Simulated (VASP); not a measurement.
Here is the system:

```
KI
1.0
    0.00000     3.59309     3.59309
    3.59309     0.00000     3.59309
    3.59309     3.59309     0.00000
K I
1 1
Direct
  0.00000   0.00000   0.00000
  0.50000   0.50000   0.50000
```

All values below come from PBE GGA, VASP's PBE PAW potentials (set 64) (plane waves; VASP). Numerical set-up: 400 eV cut-off, 7×7×7 Γ-centred mesh, Gaussian smearing of 0.010 eV, potentials K_sv I.

### Question
Give the electronic dielectric tensor ε∞ (DFPT, local fields included).

### Answer

```
2.80  0.00  0.00
0.00  2.80  0.00
0.00  0.00  2.80
```

### Question
Give the Born effective charges.

### Answer

```tsv
atom	Z*xx	Z*yy	Z*zz	mean
K1	1.16	1.16	1.16	1.16
I2	-1.16	-1.16	-1.16	-1.16
```

### Question
And the static tensor with the ions free?

### Answer

```
5.86  0.00  0.00
0.00  5.86  0.00
0.00  0.00  5.86
```

### Question
Which frequencies do the optical Γ-point modes have (no LO-TO splitting)?

### Answer
88 (×3) cm⁻¹.

The compound is KI in the rock salt structure. It was relaxed first, which changed the volume by +5 %.
